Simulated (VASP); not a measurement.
Input:

```
CELL_PARAMETERS angstrom
      0.00000     2.03452     2.03452
      2.03452     0.00000     2.03452
      2.03452     2.03452     0.00000
ATOMIC_POSITIONS crystal
  Al 0.50000 0.50000 0.50000
  N  0.00000 0.00000 0.00000
```

These are HSE06 screened hybrid, VASP's PBE PAW potentials (set 64) (plane waves; VASP 6.6.1) values and carry that method's errors. Run with 500 eV cut-off, 8×8×8 Γ-centred mesh, Gaussian smearing of 0.050 eV, potentials Al N.

Task: Estimate the energy per atom (σ→0), pressure, band gap (over the mesh, the named points and PBE's band edges) with the smallest direct gap where there is one.

Result: 
```
Property                                                                            Result
--------------------------------------------------------------------------  --------------
band gap (over the mesh, the named points and PBE's band edges)                    5.79 eV
smallest direct gap (over the mesh, the named points and PBE's band edges)         6.92 eV
energy per atom (σ→0)                                                       -8.578 eV/atom
pressure                                                                        -77.0 kbar
```

Total energies compare only between runs with the same potentials, cut-off and functional.

The structure comes from a computed database's AlN entry (Fm-3m); how it stands against other phases isn't given here. The cell was not relaxed at this level.
